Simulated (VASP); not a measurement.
Method: r2SCAN meta-GGA, VASP's PBE PAW potentials (set 64) (plane waves; VASP).

A VASP calculation is set up with these files.

### POSCAR
```
CdS
1
    2.0806356138    -3.6037664210     0.0000000000
    2.0806356138     3.6037664210     0.0000000000
    0.0000000000     0.0000000000     6.7599479128
Cd S
2 2
Direct
  0.6666670000   0.3333330000   0.5000154508
  0.3333330000   0.6666670000   0.0000154508
  0.6666670000   0.3333330000   0.8769845492
  0.3333330000   0.6666670000   0.3769845492
```

### INCAR
```
! general
SYSTEM  = CdS
PREC    = Accurate
ENCUT   = 400   ! plane-wave cut-off (eV)
LREAL   = .FALSE.
LASPH   = .TRUE.

! electronic loop
EDIFF   = 1E-6
NELM    = 100   ! most electronic steps
ALGO    = Normal   ! blocked Davidson
LMAXMIX = 4
LMIXTAU = .TRUE.

! smearing
ISMEAR  = 0
SIGMA   = 0.05

! functional
METAGGA = R2SCAN

! ions
IBRION  = 2   ! conjugate gradients
NSW     = 60
ISIF    = 3   ! ions, shape and volume
EDIFFG  = -0.02

! output
LWAVE   = .FALSE.
LCHARG  = .FALSE.
```

**KPOINTS**
```
kpoints
0
G
 6 6 3
```

POTCAR, in this order: Cd S (PBE.64 set). Program: vasp_std.

Output of the run:

File OUTCAR:
```
 ion  position               nearest neighbor table
   1  0.667  0.333  0.500-   4 2.54   4 2.54   4 2.54   3 2.55
   2  0.333  0.667  0.000-   3 2.54   3 2.54   3 2.54   4 2.55
   3  0.667  0.333  0.877-   2 2.54   2 2.54   2 2.54   1 2.55
   4  0.333  0.667  0.377-   1 2.54   1 2.54   1 2.54   2 2.55
  LATTYP: Found a hexagonal cell.
 ALAT       =     4.1612710768
 C/A-ratio  =     1.6244911202
 Subroutine PRICEL returns:
 Original cell was already a primitive cell.
 Subroutine GETGRP returns: Found 12 space group operations
The static configuration has the point symmetry C_3v.
 The point group associated with its full space group is C_6v.
The dynamic configuration has the point symmetry C_3v.
 Subroutine INISYM returns: Found 12 space group operations
 Subroutine IBZKPT returns following result:
 Found     14 irreducible k-points:

 Following reciprocal coordinates:
            Coordinates               Weight
  0.000000  0.000000  0.000000      1.000000
  0.166667  0.000000  0.000000      6.000000
  0.333333  0.000000  0.000000      6.000000
  0.500000 -0.000000  0.000000      3.000000
  0.166667  0.166667  0.000000      6.000000
...
```

**OSZICAR**
```
       N       E                     dE             d eps       ncg     rms          rms(c)
DAV:   1     0.163363624777E+03    0.16336E+03   -0.15718E+04   616   0.125E+03
DAV:   2    -0.579001410790E+02   -0.22126E+03   -0.21580E+03   688   0.334E+02
DAV:   3    -0.696342789808E+02   -0.11734E+02   -0.11697E+02   748   0.795E+01
DAV:   4    -0.697494084860E+02   -0.11513E+00   -0.11509E+00   712   0.780E+00
DAV:   5    -0.697513848084E+02   -0.19763E-02   -0.19762E-02   748   0.974E-01    0.110E+01
DAV:   6    -0.626236374453E+02    0.71277E+01   -0.73544E+00   700   0.377E+01    0.121E+01
DAV:   7    -0.604057419023E+02    0.22179E+01   -0.85656E-01   646   0.932E+00    0.883E+00
DAV:   8    -0.614142868431E+02   -0.10085E+01   -0.62580E-01   616   0.807E+00    0.106E+00
DAV:   9    -0.584055282038E+02    0.30088E+01   -0.12239E+00   640   0.771E+00    0.111E+00
DAV:  10    -0.588748899296E+02   -0.46936E+00   -0.15127E-01   640   0.289E+00    0.806E-01
DAV:  11    -0.588722337509E+02    0.26562E-02   -0.17844E-03   760   0.308E-01    0.796E-01
DAV:  12    -0.588873345537E+02   -0.15101E-01   -0.22137E-04   670   0.113E-01    0.750E-01
DAV:  13    -0.593609371319E+02   -0.47360E+00   -0.33591E-01   664   0.353E+00    0.551E-01
DAV:  14    -0.593686789720E+02   -0.77418E-02   -0.23156E-02   712   0.114E+00    0.689E-01
DAV:  15    -0.593417581913E+02    0.26921E-01   -0.74739E-03   634   0.761E-01    0.358E-01
DAV:  16    -0.593704063128E+02   -0.28648E-01   -0.38217E-02   622   0.115E+00    0.471E-01
DAV:  17    -0.593755422534E+02   -0.51359E-02   -0.50420E-03   658   0.675E-01    0.335E-01
DAV:  18    -0.593740178264E+02    0.15244E-02   -0.51384E-03   640   0.512E-01    0.115E-01
DAV:  19    -0.593755080159E+02   -0.14902E-02   -0.73571E-04   622   0.244E-01    0.627E-02
DAV:  20    -0.593757166795E+02   -0.20866E-03   -0.74864E-04   658   0.192E-01    0.859E-02
DAV:  21    -0.593759700973E+02   -0.25342E-03   -0.25261E-04   628   0.124E-01    0.162E-02
DAV:  22    -0.593760402191E+02   -0.70122E-04   -0.40077E-05   682   0.495E-02    0.270E-02
DAV:  23    -0.593760454553E+02   -0.52362E-05   -0.67441E-06   666   0.204E-02    0.202E-02
DAV:  24    -0.593760416542E+02    0.38012E-05   -0.96388E-06   670   0.201E-02    0.487E-03
DAV:  25    -0.593760436797E+02   -0.20256E-05   -0.16295E-06   434   0.105E-02    0.294E-03
DAV:  26    -0.593760437617E+02   -0.81927E-07   -0.39833E-07   362   0.534E-03
   1 F= -.59376044E+02 E0= -.59376044E+02  d E =-.593760E+02
```

OUTCAR:
```
------------------------ aborting loop because EDIFF is reached ----------------------------------------
  FORCE on cell =-STRESS in cart. coord.  units (eV):
  Direction    XX          YY          ZZ          XY          YZ          ZX
  --------------------------------------------------------------------------------------
  Total        0.0226058      0.0226058      0.0324322      0.0000000      0.0000000     -0.0000000
  in kB        0.3572768      0.3572768      0.5125799      0.0000000      0.0000000     -0.0000000
  external PRESSURE =       0.4090445 kB  Pullay stress =       0.0000000 kB
  volume of cell :      101.37
      direct lattice vectors                 reciprocal lattice vectors
     2.080635614 -3.603766421  0.000000000     0.240311180 -0.138743731  0.000000000
     2.080635614  3.603766421  0.000000000     0.240311180  0.138743731  0.000000000
     0.000000000  0.000000000  6.759947913     0.000000000  0.000000000  0.147930134
  FREE ENERGIE OF THE ION-ELECTRON SYSTEM (eV)
  ---------------------------------------------------
  free  energy   TOTEN  =       -59.3760437617 eV

  energy  without entropy=      -59.3760437617  energy(sigma->0) =      -59.37604376

 reached required accuracy - stopping structural energy minimisation
```
(Selected blocks of OUTCAR.)

The compound is CdS in the wurtzite structure. It was relaxed first. The start is the result of an earlier pass.
